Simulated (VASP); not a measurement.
Input for VASP

**KPOINTS**
```
kpoints
0
G
 10 10 10
0 0 0
```

File POSCAR:
```
PdIn
1
    3.2500000000     0.0000000000     0.0000000000
    0.0000000000     3.2500000000     0.0000000000
    0.0000000000     0.0000000000     3.2500000000
In Pd
1 1
Direct
  0.5000000000   0.5000000000   0.5000000000
  0.0000000000   0.0000000000   0.0000000000
```

INCAR:
```
# general
SYSTEM  = PdIn
PREC    = Accurate
ENCUT   = 520   # plane-wave cut-off (eV)
LREAL   = .FALSE.   # projection in real space or not
LASPH   = .TRUE.   # aspherical one-centre terms

# electronic loop
EDIFF   = 1E-6
NELM    = 100
ALGO    = Normal   # blocked Davidson
LMAXMIX = 4

# smearing
ISMEAR  = 1
SIGMA   = 0.1   # width (eV)

# functional
GGA     = PE
IVDW    = 11

# ions
IBRION  = 2
NSW     = 60
ISIF    = 3   # ions, shape and volume
EDIFFG  = -0.01

# output
LWAVE   = .FALSE.
LCHARG  = .FALSE.
```

POTCAR, in this order: In_d Pd (PBE.64 set). Program: vasp_std.

**Question.** Write an equivalent input for Quantum ESPRESSO's pw.x.

**Answer.** One equivalent input (not run):
```
&CONTROL
  calculation = 'vc-relax'
  pseudo_dir = './pseudo'
  outdir = './out'
  tprnfor = .true.
  tstress = .true.
  nstep = 60
  forc_conv_thr = 0.00039
/
&SYSTEM
  ibrav = 0
  nat = 2
  ntyp = 2
  ecutwfc = 82
  occupations = 'smearing'
  smearing = 'methfessel-paxton'
  degauss = 0.00735
  input_dft = 'pbe'
  vdw_corr = 'grimme-d3'
  dftd3_version = 3
  dftd3_threebody = .false.
/
&ELECTRONS
  conv_thr = 7.3e-08
  electron_maxstep = 100
/
&IONS
/
&CELL
/
ATOMIC_SPECIES
  In 114.818 In.upf
  Pd 106.420 Pd.upf
CELL_PARAMETERS angstrom
     3.2500000    0.0000000    0.0000000
     0.0000000    3.2500000    0.0000000
     0.0000000    0.0000000    3.2500000
ATOMIC_POSITIONS crystal
  In   0.5000000  0.5000000  0.5000000
  Pd   0.0000000  0.0000000  0.0000000
K_POINTS automatic
  10 10 10 0 0 0
```
What does not carry over: the potentials are each code's own (VASP's PAW set, PseudoDojo norm-conserving files in pw.x), so ENCUT and ecutwfc are chosen apart and not converted; conv_thr bounds pw.x's estimated SCF error, while EDIFF bounds the energy change between steps; forc_conv_thr acts on force components and is met together with etot_conv_thr.

The compound is PdIn in the CsCl type structure. This run relaxes it. Symmetry was kept, so distortions that lower it aren't found.
